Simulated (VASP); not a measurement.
# Band gap of MoS2: cutoff, mesh and cell, part 2 of 2

Aim: test what besides the functional moves the gap of MoS2. The starting structure is a measured crystal structure from the Crystallography Open Database. Cell and atoms stay as given unless a step says otherwise.

VASP 6.6.1.

Results so far: reference 0.825 eV; cell and atoms relaxed by LDA 0.737 eV; no band path 0.918 eV.

The database entry behind the starting cell differs from later determinations by our own check (about 0.3 % long), so it need not match the best structure at ambient conditions.

**5. Bands with a cutoff of 500 eV**

Level of this step: LDA; plane waves and PAW (Mo_sv, S) (VASP).

Against step 2 the input has ENCUT = 500.

File INCAR:

```
SYSTEM = MoS2
PREC = Accurate
ENCUT = 500
EDIFF = 1E-06
NELM = 100
ISMEAR = 0
SIGMA = 0.03
LREAL = .FALSE.
ALGO = Normal
GGA = CA
NBANDS = 42
LORBIT = 11
LWAVE = .FALSE.
LCHARG = .FALSE.
KPAR = 4
```

File POSCAR:

```
MoS2
1.0
    3.1690000000      0.0000000000      0.0000000000
   -1.5845000000      2.7444345046      0.0000000000
    0.0000000000      0.0000000000     12.3240000000
Mo S
2 4
Direct
    0.6666666667      0.3333333333      0.7500000000
    0.3333333333      0.6666666667      0.2500000000
    0.6666666667      0.3333333333      0.3770000000
    0.3333333333      0.6666666667      0.8770000000
    0.6666666667      0.3333333333      0.1230000000
    0.3333333333      0.6666666667      0.6230000000
```

File KPOINTS:

```
Automatic mesh
0
Gamma
8 8 2
0 0 0
```

File KPOINTS_OPT:

```
Line mode
8
Line-mode
Reciprocal
  0.00000000   0.00000000   0.00000000 GAMMA
  0.50000000   0.00000000   0.00000000 M

  0.50000000   0.00000000   0.00000000 M
  0.33333333   0.33333333   0.00000000 K

  0.33333333   0.33333333   0.00000000 K
  0.00000000   0.00000000   0.00000000 GAMMA

  0.00000000   0.00000000   0.00000000 GAMMA
  0.00000000   0.00000000   0.50000000 A

  0.00000000   0.00000000   0.50000000 A
  0.50000000   0.00000000   0.50000000 L

  0.50000000   0.00000000   0.50000000 L
  0.33333333   0.33333333   0.50000000 H

  0.33333333   0.33333333   0.50000000 H
  0.00000000   0.00000000   0.50000000 A

  0.50000000   0.00000000   0.50000000 L
  0.50000000   0.00000000   0.00000000 M

  0.33333333   0.33333333   0.00000000 K
  0.33333333   0.33333333   0.50000000 H
```

The projector-augmented-wave data sets are Mo_sv and S (LDA family, release 64).

The run is started by

```
> mpirun -np 4 vasp_std
```

Output:

```text
[... set-up lines as in an earlier step ...]
 entering main loop
       N       E                     dE             d eps       ncg     rms          rms(c)
DAV:   1     0.446575645415E+03    0.44658E+03   -0.27602E+04  1792   0.114E+03
DAV:   2    -0.289582851656E+02   -0.47553E+03   -0.45594E+03  1896   0.330E+02
DAV:   3    -0.515559359944E+02   -0.22598E+02   -0.22197E+02  2020   0.680E+01
DAV:   4    -0.518960579948E+02   -0.34012E+00   -0.33958E+00  2024   0.861E+00
[...]
DAV:  12    -0.488864481490E+02    0.61726E-04   -0.11553E-04  1894   0.473E-02    0.768E-02
DAV:  13    -0.488864317456E+02    0.16403E-04   -0.84241E-05  1966   0.457E-02    0.162E-02
DAV:  14    -0.488864313602E+02    0.38543E-06   -0.62829E-06  1762   0.139E-02
   1 F= -.48886431E+02 E0= -.48886431E+02  d E =-.182141E-61
 Start KPOINTS_OPT (optional k-point list driver)
k-point batch [1-20\72]
       N       E                     dE             ncg
DAV:   1    -0.285155457176E+03   -0.31238E+05     1832
DAV:   2    -0.946683693043E+04   -0.91817E+04     1926
DAV:   3    -0.986859259540E+04   -0.40176E+03     2022
DAV:   4    -0.987432564182E+04   -0.57330E+01     2032
DAV:   5    -0.987441578164E+04   -0.90140E-01     2020
DAV:   6    -0.987441794091E+04   -0.21593E-02     2088
DAV:   7    -0.987441799478E+04   -0.53876E-04     2052
DAV:   8    -0.987441799627E+04   -0.14855E-05     1440
DAV:   9    -0.987441799643E+04   -0.16128E-06     1372
[...]
k-point batch [61-72\72]
       N       E                     dE             ncg
DAV:   1     0.880548330485E+04   -0.25244E+05     1104
DAV:   2     0.337087132133E+04   -0.54346E+04     1130
DAV:   3     0.313545296349E+04   -0.23542E+03     1214
DAV:   4     0.313213325314E+04   -0.33197E+01     1168
DAV:   5     0.313208349131E+04   -0.49762E-01     1236
DAV:   6     0.313208243897E+04   -0.10523E-02     1172
DAV:   7     0.313208241190E+04   -0.27066E-04     1268
DAV:   8     0.313208241125E+04   -0.65597E-06      786
```

It took 28 s on 4 MPI ranks of Intel Xeon 6975P-C (Granite Rapids), shared host; peak memory 1 GiB; 1.8 min of CPU time.

From OUTCAR (step 5):

```text
  Total       -3.8172413     -3.8172413     -3.5418051      0.0000000     -0.0000000     -0.0000000
  in kB      -57.0602136    -57.0602136    -52.9429871      0.0000000     -0.0000000     -0.0000000
  external PRESSURE =     -55.6878048 kB  Pullay stress =       0.0000000 kB

 POSITION                                       TOTAL-FORCE (eV/Angst)
 -----------------------------------------------------------------------------------
      1.58450      0.91481      9.24300         0.000000      0.000000      0.000000
     -0.00000      1.82962      3.08100        -0.000000      0.000000      0.000000
      1.58450      0.91481      4.64615        -0.000000      0.000000     -0.463825
     -0.00000      1.82962     10.80815        -0.000000      0.000000     -0.463825
      1.58450      0.91481      1.51585        -0.000000     -0.000000      0.463825
     -0.00000      1.82962      7.67785         0.000000      0.000000      0.463825
 -----------------------------------------------------------------------------------
    total drift:                               -0.000000      0.000000     -0.000000

  FREE ENERGIE OF THE ION-ELECTRON SYSTEM (eV)
  ---------------------------------------------------
  free  energy   TOTEN  =       -48.8864313602 eV

  energy  without entropy=      -48.8864313602  energy(sigma->0) =      -48.88643136

[... 1 part as in an earlier step ...]

[... 2 further parts left out ...]
[key lines of the parts left out:]
E-fermi :   7.7012
```

With a cutoff of 500 eV the gap is 0.825 eV, +0.000 eV from the reference.

**6. Bands with a 10×10×4 mesh**

Against step 2 the input has a 10×10×4 mesh.

INCAR, as its differences from that of step 5:

```diff
@@ -2,3 +2,3 @@
 PREC = Accurate
-ENCUT = 500
+ENCUT = 350
 EDIFF = 1E-06
```

POSCAR is that of step 5.

File KPOINTS:

```
Automatic mesh
0
Gamma
10 10 4
0 0 0
```

KPOINTS_OPT is that of step 5.

The run is started by

```
> mpirun -np 4 vasp_std
```

Output:

```text
[... set-up lines as in an earlier step ...]
 entering main loop
       N       E                     dE             d eps       ncg     rms          rms(c)
DAV:   1     0.353194337183E+03    0.35319E+03   -0.23222E+04  3904   0.867E+02
DAV:   2    -0.349970140780E+02   -0.38819E+03   -0.37262E+03  4152   0.285E+02
DAV:   3    -0.516551986606E+02   -0.16658E+02   -0.16422E+02  4334   0.562E+01
DAV:   4    -0.518872070934E+02   -0.23201E+00   -0.23175E+00  4304   0.693E+00
[...]
DAV:  12    -0.488814782556E+02    0.62341E-04   -0.12233E-04  4130   0.482E-02    0.771E-02
DAV:  13    -0.488814634267E+02    0.14829E-04   -0.83790E-05  3982   0.457E-02    0.163E-02
DAV:  14    -0.488814631948E+02    0.23191E-06   -0.63194E-06  3774   0.138E-02
   1 F= -.48881463E+02 E0= -.48881463E+02  d E =-.259505E-54
 Start KPOINTS_OPT (optional k-point list driver)
k-point batch [1-42\72]
       N       E                     dE             ncg
DAV:   1    -0.344899753269E+04   -0.40480E+05     3936
DAV:   2    -0.198666594425E+05   -0.16418E+05     4158
DAV:   3    -0.205330689776E+05   -0.66641E+03     4284
DAV:   4    -0.205422592160E+05   -0.91902E+01     4256
DAV:   5    -0.205424068969E+05   -0.14768E+00     4232
DAV:   6    -0.205424104382E+05   -0.35413E-02     4446
DAV:   7    -0.205424105293E+05   -0.91018E-04     4316
DAV:   8    -0.205424105318E+05   -0.25725E-05     3092
DAV:   9    -0.205424105321E+05   -0.23604E-06     2808
k-point batch [43-72\72]
       N       E                     dE             ncg
DAV:   1     0.645536929787E+04   -0.48513E+05     2840
DAV:   2    -0.476378724107E+04   -0.11219E+05     2896
DAV:   3    -0.523277440186E+04   -0.46899E+03     3010
DAV:   4    -0.523887307116E+04   -0.60987E+01     2968
DAV:   5    -0.523896660045E+04   -0.93529E-01     3056
DAV:   6    -0.523896862942E+04   -0.20290E-02     3006
DAV:   7    -0.523896867968E+04   -0.50259E-04     3046
DAV:   8    -0.523896868097E+04   -0.12863E-05     2078
DAV:   9    -0.523896868112E+04   -0.14881E-06     1976
```

It took 30 s on 4 MPI ranks; peak memory 0.97 GiB; 1.9 min of CPU time.

From OUTCAR (step 6):

```text
  Total       -4.0727645     -4.0727645     -3.7978226      0.0000000     -0.0000000      0.0000000
  in kB      -60.8797805    -60.8797805    -56.7699428      0.0000000     -0.0000000      0.0000000
  external PRESSURE =     -59.5098346 kB  Pullay stress =       0.0000000 kB

 POSITION                                       TOTAL-FORCE (eV/Angst)
 -----------------------------------------------------------------------------------
      1.58450      0.91481      9.24300         0.000000     -0.000000      0.000000
     -0.00000      1.82962      3.08100        -0.000000     -0.000000      0.000000
      1.58450      0.91481      4.64615         0.000000      0.000000     -0.461751
     -0.00000      1.82962     10.80815        -0.000000     -0.000000     -0.461751
      1.58450      0.91481      1.51585        -0.000000      0.000000      0.461751
     -0.00000      1.82962      7.67785        -0.000000     -0.000000      0.461751
 -----------------------------------------------------------------------------------
    total drift:                               -0.000000      0.000000     -0.000000

  FREE ENERGIE OF THE ION-ELECTRON SYSTEM (eV)
  ---------------------------------------------------
  free  energy   TOTEN  =       -48.8814631948 eV

  energy  without entropy=      -48.8814631948  energy(sigma->0) =      -48.88146319

[... 1 part as in an earlier step ...]

[... 2 further parts left out ...]
[key lines of the parts left out:]
E-fermi :   7.6792
```

With a 10×10×4 mesh the gap is 0.825 eV, +0.000 eV from the reference.

**7. The runs compared**

```
                          run  gap (eV)  change (eV)  core minutes
                    reference     0.825            -          1.08
cell and atoms relaxed by LDA     0.737       -0.088          1.16
                 no band path     0.918        0.092         0.427
           a cutoff of 500 eV     0.825          0.0          1.87
               a 10×10×4 mesh     0.825          0.0           2.0
```

Core minutes are wall time times ranks of the run shown, on a shared host.

**8. Outcome**

```json
{
  "reference gap": "0.825 eV",
  "gap with cell and atoms relaxed by LDA": "0.737 eV",
  "gap with no band path": "0.918 eV",
  "gap with a cutoff of 500 eV": "0.825 eV",
  "gap with a 10×10×4 mesh": "0.825 eV"
}
```

What this shows: Among the runs that read a gap along the path, the one with cell and atoms relaxed by LDA moves it most, by -0.088 eV. On finer settings it changes by +0.000 eV with a cutoff of 500 eV and +0.000 eV with a 10×10×4 mesh. Read on the mesh alone, without a band path, the gap comes out +0.092 eV from the reference: such a gap is an upper bound, and here at least one band edge lies off the mesh points. The functional's own error isn't tested here. Further runs on this material are not shown.

[Lines on the potential files, build, host, timing and source positions are cut from VASP's logs without a mark.]

[Logs are printed without paths, hosts, clocks, repeated set-up lines and the standing remarks that a program may print on its own settings, such as how far it seeks lower states.]

[Hosts, paths, dates, database ids (printed as entryN), source tags and the programs' standing remarks are cut or masked in the printed files.]
